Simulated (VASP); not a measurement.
# Sr2MnSi2O7: structure and properties in VASP, part 7 of 14

What structure and properties does LDA + U give Sr2MnSi2O7, and how near are they to the measured ones? The start is a cell from a database of measured crystal structures.

VASP 6.6.1; LDA, DFT+U (Mn d 3 eV), spin-polarised from a ferromagnetic start; plane waves and PAW (Sr_sv, Mn_pv, Si, O).

Still holding for the runs below: The magnetic state follows from one typed start and may not be the lowest. Experiment finds antiferromagnetic order in this phase (below 3.4 K, arxiv:2410.22741), so this ferromagnetic run describes another state.

So far, gap on the k-mesh (eV): step 2 (relaxing cell and atoms (LDA + U)) 2.34; step 3 (second relaxation) 2.34; step 4 (single point with fields (LDA + U)) 2.34; step 6 (density of states (LDA + U)) 2.33.

## Step 7: Field gradients at the nuclei (LDA + U)

Field gradients probe how far the charge around each nucleus departs from cubic symmetry; LASPH keeps the non-spherical terms inside the spheres.

Input file INCAR:

```
SYSTEM = Sr2MnSi2O7
PREC = Accurate
ENCUT = 520
EDIFF = 1E-07
NELM = 100
ISMEAR = 0
SIGMA = 0.05
LREAL = Auto
ALGO = Fast
GGA = CA
NBANDS = 125
ISPIN = 2
MAGMOM = 0.004 0.004 0.004 0.004 4.477 4.477 0.008 0.008 0.008 0.008 0.003 0.003 0.006 0.006 0.006 0.006 0.038 0.038 0.038 0.038 0.038 0.038 0.038 0.038
LDAU = .TRUE.
LDAUTYPE = 2
LDAUL = -1 2 -1 -1
LDAUU = 0 3 0 0
LDAUJ = 0 0 0 0
LDAUPRINT = 1
LASPH = .TRUE.
LMAXMIX = 4
LORBIT = 11
LWAVE = .FALSE.
LCHARG = .FALSE.
KPAR = 4
NCORE = 2
LEFG = .TRUE.
```

Input file POSCAR:

```
Sr2MnSi2O7
1.0
    8.0304670165      0.0000000000      0.0000000000
    0.0000000000      8.0304670165      0.0000000000
    0.0000000000      0.0000000000      5.0790296646
Sr Mn Si O
4 2 4 14
Direct
    0.3345770917      0.1654229083      0.5063260309
    0.1654229083      0.6654229083      0.4936739691
    0.6654229083      0.8345770917      0.5063260309
    0.8345770917      0.3345770917      0.4936739691
    0.0000000000      0.0000000000      0.0000000000
    0.5000000000      0.5000000000      0.0000000000
    0.1377929865      0.3622070135      0.9396728049
    0.3622070135      0.8622070135      0.0603271951
    0.8622070135      0.6377929865      0.9396728049
    0.6377929865      0.1377929865      0.0603271951
    0.5000000000      0.0000000000      0.1681971946
    0.0000000000      0.5000000000      0.8318028054
    0.1395688079      0.3604311921      0.2550303602
    0.3604311921      0.8604311921      0.7449696398
    0.8604311921      0.6395688079      0.2550303602
    0.6395688079      0.1395688079      0.7449696398
    0.0786485217      0.1935386624      0.7886769092
    0.1935386624      0.9213514783      0.2113230908
    0.9213514783      0.8064613376      0.7886769092
    0.8064613376      0.0786485217      0.2113230908
    0.5786485217      0.3064613376      0.2113230908
    0.6935386624      0.5786485217      0.7886769092
    0.4213514783      0.6935386624      0.2113230908
    0.3064613376      0.4213514783      0.7886769092
```

Input file KPOINTS:

```
Automatic mesh
0
Gamma
3 3 5
0 0 0
```

PAW data sets: Sr_sv, Mn_pv, Si and O (LDA family, release 64).

The run is started by

```
mpirun -np 8 vasp_std
```

The log of the run:

```text
[... set-up lines as in an earlier step ...]
 entering main loop
       N       E                     dE             d eps       ncg     rms          rms(c)
DAV:   1     0.135394500272E+04    0.13539E+04   -0.84338E+04  4660   0.131E+03
DAV:   2    -0.878829237926E+02   -0.14418E+04   -0.13580E+04  4911   0.351E+02
DAV:   3    -0.216594999302E+03   -0.12871E+03   -0.12670E+03  5807   0.112E+02
DAV:   4    -0.221138467869E+03   -0.45435E+01   -0.45136E+01  6696   0.181E+01
DAV:   5    -0.221341882236E+03   -0.20341E+00   -0.20311E+00  6760   0.317E+00    0.492E+01
RMM:   6    -0.196328067126E+03    0.25014E+02   -0.96761E+01  5462   0.239E+01    0.383E+01
RMM:   7    -0.196381526548E+03   -0.53459E-01   -0.11301E+01  5831   0.925E+00    0.274E+01
RMM:   8    -0.196377454751E+03    0.40718E-02   -0.19026E+00  7196   0.318E+00    0.148E+01
RMM:   9    -0.196195784504E+03    0.18167E+00   -0.92315E-01  6320   0.295E+00    0.345E+00
RMM:  10    -0.196198469259E+03   -0.26848E-02   -0.19587E-01  7094   0.140E+00    0.116E+00
RMM:  11    -0.196209245727E+03   -0.10776E-01   -0.88277E-02  8015   0.634E-01    0.509E-01
WARNING in EDDRMM: call to ZHEGV failed, returncode =   8  4     42
RMM:  12    -0.196212807271E+03   -0.35615E-02   -0.39913E-02  8336   0.374E-01    0.407E-01
RMM:  13    -0.196215345821E+03   -0.25386E-02   -0.24136E-02  8493   0.266E-01    0.140E-01
WARNING in EDDRMM: call to ZHEGV failed, returncode =   8  4     45
RMM:  14    -0.196216688864E+03   -0.13430E-02   -0.14280E-02  8535   0.211E-01    0.661E-02
RMM:  15    -0.196217898920E+03   -0.12101E-02   -0.12073E-02  8702   0.172E-01    0.530E-02
WARNING in EDDRMM: call to ZHEGV failed, returncode =   8  4     53
RMM:  16    -0.196218628444E+03   -0.72952E-03   -0.72359E-03  8757   0.139E-01    0.361E-02
RMM:  17    -0.196219242554E+03   -0.61411E-03   -0.62394E-03  8668   0.120E-01    0.212E-02
RMM:  18    -0.196219638496E+03   -0.39594E-03   -0.39425E-03  8731   0.974E-02    0.111E-02
RMM:  19    -0.196219957499E+03   -0.31900E-03   -0.32123E-03  8785   0.821E-02    0.111E-02
RMM:  20    -0.196220155935E+03   -0.19844E-03   -0.20095E-03  8719   0.678E-02    0.814E-03
WARNING in EDDRMM: call to ZHEGV failed, returncode =   8  4     44
WARNING in EDDRMM: call to ZHEGV failed, returncode =   6  3     49
RMM:  21    -0.196220345238E+03   -0.18930E-03   -0.19551E-03  8764   0.581E-02    0.105E-02
WARNING in EDDRMM: call to ZHEGV failed, returncode =   8  4     56
RMM:  22    -0.196220464636E+03   -0.11940E-03   -0.11965E-03  8556   0.496E-02    0.259E-02
WARNING in EDDRMM: call to ZHEGV failed, returncode =   8  4     41
WARNING in EDDRMM: call to ZHEGV failed, returncode =   6  3     69
RMM:  23    -0.196220581963E+03   -0.11733E-03   -0.12314E-03  8516   0.422E-02    0.256E-02
 num prob  num prob  num prob  num prob RMM:  24    -0.196220656036E+03   -0.74072E-04   -0.76707E-04  8373   0.350E-02    0.287E-02
RMM:  25    -0.196220740835E+03   -0.84799E-04   -0.88340E-04  8322   0.305E-02    0.307E-02
 num prob  num prob  num prob WARNING in EDDRMM: call to ZHEGV failed, returncode =   8  4     46
 num prob  num prob WARNING in EDDRMM: call to ZHEGV failed, returncode =   8  4     46
 num prob WARNING in EDDRMM: call to ZHEGV failed, returncode =   8  4     53
 num prob  num prob WARNING in EDDRMM: call to ZHEGV failed, returncode =   6  3     52
RMM:  26    -0.196220787914E+03   -0.47079E-04   -0.49069E-04  8209   0.254E-02    0.324E-02
WARNING in EDDRMM: call to ZHEGV failed, returncode =   8  4     37
 num prob  num prob  num prob  num prob  num prob  num prob  num prob  num prob  num prob WARNING in EDDRMM: call to ZHEGV failed, returncode =   8  4     58
 num prob  num prob RMM:  27    -0.196220832445E+03   -0.44531E-04   -0.46369E-04  8106   0.221E-02    0.354E-02
 num prob WARNING in EDDRMM: call to ZHEGV failed, returncode =   6  3     81
 num prob  num prob WARNING in EDDRMM: call to ZHEGV failed, returncode =   6  3     73
RMM:  28    -0.196220865639E+03   -0.33194E-04   -0.36487E-04  8146   0.191E-02    0.339E-02
 num prob  num prob  num prob  num prob  num prob  num prob  num prob  num prob  num prob  num prob  num prob RMM:  29    -0.196220890636E+03   -0.24997E-04   -0.28062E-04  8058   0.166E-02    0.311E-02
WARNING in EDDRMM: call to ZHEGV failed, returncode =   8  4     48
WARNING in EDDRMM: call to ZHEGV failed, returncode =   6  3     91
RMM:  30    -0.196220904386E+03   -0.13750E-04   -0.20690E-04  7895   0.180E-02    0.158E-02
 num prob  num prob WARNING in EDDRMM: call to ZHEGV failed, returncode =   8  4     69
WARNING in EDDRMM: call to ZHEGV failed, returncode =   8  4     57
WARNING in EDDRMM: call to ZHEGV failed, returncode =   8  4     64
RMM:  31    -0.196220923831E+03   -0.19446E-04   -0.21249E-04  7865   0.133E-02    0.134E-02
 num prob  num prob  num prob  num prob  num prob  num prob  num prob  num prob  num prob  num prob  num prob  num prob  num prob  num prob  num prob  num prob  num prob  num prob  num prob  num prob  num prob  num prob  num prob  num prob  num prob  num prob  num prob  num prob  num prob  num prob  num prob  num prob  num prob  num prob  num prob  num prob  num prob WARNING in EDDRMM: call to ZHEGV failed, returncode =   6  3     73
 num prob  num prob  num prob  num prob  num prob  num prob  num prob  num prob WARNING in EDDRMM: call to ZHEGV failed, returncode =   8  4     67
 num prob RMM:  32    -0.196220938568E+03   -0.14736E-04   -0.15693E-04  6802   0.109E-02    0.142E-02
 num prob  num prob  num prob  num prob  num prob  num prob  num prob  num prob  num prob  num prob  num prob  num prob  num prob  num prob  num prob  num prob  num prob  num prob  num prob  num prob  num prob  num prob  num prob  num prob  num prob  num prob  num prob  num prob  num prob  num prob  num prob  num prob  num prob  num prob  num prob  num prob  num prob  num prob  num prob  num prob  num prob  num prob  num prob  num prob  num prob RMM:  33    -0.196220951229E+03   -0.12661E-04   -0.13637E-04  6491   0.947E-03    0.136E-02
 num prob  num prob  num prob WARNING in EDDRMM: call to ZHEGV failed, returncode =   8  4     60
 num prob  num prob  num prob  num prob  num prob  num prob  num prob  num prob  num prob  num prob  num prob  num prob  num prob  num prob  num prob  num prob  num prob  num prob  num prob  num prob  num prob  num prob  num prob  num prob  num prob  num prob  num prob  num prob  num prob  num prob  num prob  num prob  num prob  num prob  num prob  num prob  num prob  num prob  num prob  num prob  num prob  num prob  num prob  num prob  num prob  num prob  num prob RMM:  34    -0.196220961502E+03   -0.10273E-04   -0.11143E-04  6285   0.842E-03    0.146E-02
[...]
0.0000000    -0.7466574     5.4661518   -19.9878743    -5.4661518     0.0000000
     0.0000293    -0.7466573     5.4661505   -19.9878684    -5.4661505     0.0000000
     0.0000403    -0.7466572     5.4661496   -19.9878644    -5.4661496     0.0000000
     0.0000555    -0.7466570     5.4661481   -19.9878577    -5.4661481     0.0000000
     0.0000765    -0.7466568     5.4661456   -19.9878463    -5.4661456     0.0000000

ion  16
     0.0000000     0.4245395    -1.9511337    -4.2014357    -1.9511337     0.0000000
     0.0000293     0.4245395    -1.9511337    -4.2014357    -1.9511337     0.0000000
     0.0000403     0.4245395    -1.9511337    -4.2014356    -1.9511337     0.0000000
     0.0000555     0.4245395    -1.9511337    -4.2014355    -1.9511337     0.0000000
     0.0000765     0.4245394    -1.9511336    -4.2014354    -1.9511336     0.0000000

     0.0000000     0.7466574    -5.4661518   -19.9878743    -5.4661518     0.0000000
     0.0000293     0.7466573    -5.4661505   -19.9878684    -5.4661505     0.0000000
     0.0000403     0.7466572    -5.4661496   -19.9878644    -5.4661496     0.0000000
     0.0000555     0.7466570    -5.4661481   -19.9878577    -5.4661481     0.0000000
     0.0000765     0.7466568    -5.4661456   -19.9878463    -5.4661456     0.0000000

ion  17
     0.0000000    -3.4404172    -3.1753458     0.2003924    -3.2587287     2.6491896
     0.0000293    -3.4404172    -3.1753458     0.2003924    -3.2587286     2.6491896
     0.0000403    -3.4404172    -3.1753457     0.2003924    -3.2587286     2.6491895
     0.0000555    -3.4404171    -3.1753457     0.2003924    -3.2587286     2.6491895
     0.0000765    -3.4404170    -3.1753456     0.2003924    -3.2587285     2.6491894

     0.0000000   -13.7473936   -12.7142986     2.0737702   -10.3682647    12.2000138
     0.0000293   -13.7473897   -12.7142950     2.0737695   -10.3682620    12.2000102
     0.0000403   -13.7473871   -12.7142926     2.0737690   -10.3682602    12.2000078
     0.0000555   -13.7473827   -12.7142886     2.0737682   -10.3682572    12.2000038
     0.0000765   -13.7473753   -12.7142817     2.0737668   -10.3682521    12.1999969

ion  18
     0.0000000     3.4404172    -3.2587287     0.2003924     3.1753458    -2.6491896
     0.0000293     3.4404172    -3.2587286     0.2003924     3.1753458    -2.6491896
     0.0000403     3.4404172    -3.2587286     0.2003924     3.1753457    -2.6491895
     0.0000555     3.4404171    -3.2587286     0.2003924     3.1753457    -2.6491895
     0.0000765     3.4404170    -3.2587285     0.2003924     3.1753456    -2.6491894

     0.0000000    13.7473936   -10.3682647     2.0737702    12.7142986   -12.2000138
     0.0000293    13.7473897   -10.3682620     2.0737695    12.7142950   -12.2000102
     0.0000403    13.7473871   -10.3682602     2.0737690    12.7142926   -12.2000078
     0.0000555    13.7473827   -10.3682572     2.0737682    12.7142886   -12.2000038
     0.0000765    13.7473753   -10.3682521     2.0737668    12.7142817   -12.1999969

ion  19
     0.0000000    -3.4404172     3.1753458     0.2003924     3.2587287     2.6491896
     0.0000293    -3.4404172     3.1753458     0.2003924     3.2587286     2.6491896
     0.0000403    -3.4404172     3.1753457     0.2003924     3.2587286     2.6491895
     0.0000555    -3.4404171     3.1753457     0.2003924     3.2587286     2.6491895
     0.0000765    -3.4404170     3.1753456     0.2003924     3.2587285     2.6491894

     0.0000000   -13.7473936    12.7142986     2.0737702    10.3682647    12.2000138
     0.0000293   -13.7473897    12.7142950     2.0737695    10.3682620    12.2000102
     0.0000403   -13.7473871    12.7142926     2.0737690    10.3682602    12.2000078
     0.0000555   -13.7473827    12.7142886     2.0737682    10.3682572    12.2000038
     0.0000765   -13.7473753    12.7142817     2.0737668    10.3682521    12.1999969

ion  20
     0.0000000     3.4404172     3.2587287     0.2003924    -3.1753458    -2.6491896
     0.0000293     3.4404172     3.2587286     0.2003924    -3.1753458    -2.6491896
     0.0000403     3.4404172     3.2587286     0.2003924    -3.1753457    -2.6491895
     0.0000555     3.4404171     3.2587286     0.2003924    -3.1753457    -2.6491895
     0.0000765     3.4404170     3.2587285     0.2003924    -3.1753456    -2.6491894

     0.0000000    13.7473936    10.3682647     2.0737702   -12.7142986   -12.2000138
     0.0000293    13.7473897    10.3682620     2.0737695   -12.7142950   -12.2000102
     0.0000403    13.7473871    10.3682602     2.0737690   -12.7142926   -12.2000078
     0.0000555    13.7473827    10.3682572     2.0737682   -12.7142886   -12.2000038
     0.0000765    13.7473753    10.3682521     2.0737668   -12.7142817   -12.1999969

ion  21
     0.0000000     3.4404172    -3.1753458     0.2003924     3.2587287     2.6491896
     0.0000293     3.4404172    -3.1753458     0.2003924     3.2587286     2.6491896
     0.0000403     3.4404172    -3.1753457     0.2003924     3.2587286     2.6491895
     0.0000555     3.4404171    -3.1753457     0.2003924     3.2587286     2.6491895
     0.0000765     3.4404170    -3.1753456     0.2003924     3.2587285     2.6491894

     0.0000000    13.7473936   -12.7142986     2.0737702    10.3682647    12.2000138
     0.0000293    13.7473897   -12.7142950     2.0737695    10.3682620    12.2000102
     0.0000403    13.7473871   -12.7142926     2.0737690    10.3682602    12.2000078
     0.0000555    13.7473827   -12.7142886     2.0737682    10.3682572    12.2000038
     0.0000765    13.7473753   -12.7142817     2.0737668    10.3682521    12.1999969

ion  22
     0.0000000    -3.4404172    -3.2587287     0.2003924    -3.1753458    -2.6491896
     0.0000293    -3.4404172    -3.2587286     0.2003924    -3.1753458    -2.6491896
     0.0000403    -3.4404172    -3.2587286     0.2003924    -3.1753457    -2.6491895
     0.0000555    -3.4404171    -3.2587286     0.2003924    -3.1753457    -2.6491895
     0.0000765    -3.4404170    -3.2587285     0.2003924    -3.1753456    -2.6491894

     0.0000000   -13.7473936   -10.3682647     2.0737702   -12.7142986   -12.2000138
     0.0000293   -13.7473897   -10.3682620     2.0737695   -12.7142950   -12.2000102
     0.0000403   -13.7473871   -10.3682602     2.0737690   -12.7142926   -12.2000078
     0.0000555   -13.7473827   -10.3682572     2.0737682   -12.7142886   -12.2000038
     0.0000765   -13.7473753   -10.3682521     2.0737668   -12.7142817   -12.1999969

ion  23
     0.0000000     3.4404172     3.1753458     0.2003924    -3.2587287     2.6491896
     0.0000293     3.4404172     3.1753458     0.2003924    -3.2587286     2.6491896
     0.0000403     3.4404172     3.1753457     0.2003924    -3.2587286     2.6491895
     0.0000555     3.4404171     3.1753457     0.2003924    -3.2587286     2.6491895
     0.0000765     3.4404170     3.1753456     0.2003924    -3.2587285     2.6491894

     0.0000000    13.7473936    12.7142986     2.0737702   -10.3682647    12.2000138
     0.0000293    13.7473897    12.7142950     2.0737695   -10.3682620    12.2000102
     0.0000403    13.7473871    12.7142926     2.0737690   -10.3682602    12.2000078
     0.0000555    13.7473827    12.7142886     2.0737682   -10.3682572    12.2000038
     0.0000765    13.7473753    12.7142817     2.0737668   -10.3682521    12.1999969

ion  24
     0.0000000    -3.4404172     3.2587287     0.2003924     3.1753458    -2.6491896
     0.0000293    -3.4404172     3.2587286     0.2003924     3.1753458    -2.6491896
     0.0000403    -3.4404172     3.2587286     0.2003924     3.1753457    -2.6491895
     0.0000555    -3.4404171     3.2587286     0.2003924     3.1753457    -2.6491895
     0.0000765    -3.4404170     3.2587285     0.2003924     3.1753456    -2.6491894

     0.0000000   -13.7473936    10.3682647     2.0737702    12.7142986   -12.2000138
     0.0000293   -13.7473897    10.3682620     2.0737695    12.7142950   -12.2000102
     0.0000403   -13.7473871    10.3682602     2.0737690    12.7142926   -12.2000078
     0.0000555   -13.7473827    10.3682572     2.0737682    12.7142886   -12.2000038
     0.0000765   -13.7473753    10.3682521     2.0737668    12.7142817   -12.1999969

   1 F= -.19622102E+03 E0= -.19622102E+03  d E =-.439950E-18  mag=    10.0000
```

Elapsed: 5.9 min, on 8 MPI ranks of Intel Xeon 6975P-C (Granite Rapids), shared host; peak memory 3.4 GiB.

(Part 7 of 14 ends here.)

[Lines on the potential files, build, host, timing and source positions are cut from VASP's logs without a mark.]

[Logs are printed without paths, hosts, clocks, repeated set-up lines and the standing remarks that a program may print on its own settings, such as how far it seeks lower states.]

[Hosts, paths, dates, database ids (printed as entryN), source tags and the programs' standing remarks are cut or masked in the printed files.]

[A measured line is paired with the nearest computed mode of its activity, which favours agreement.]
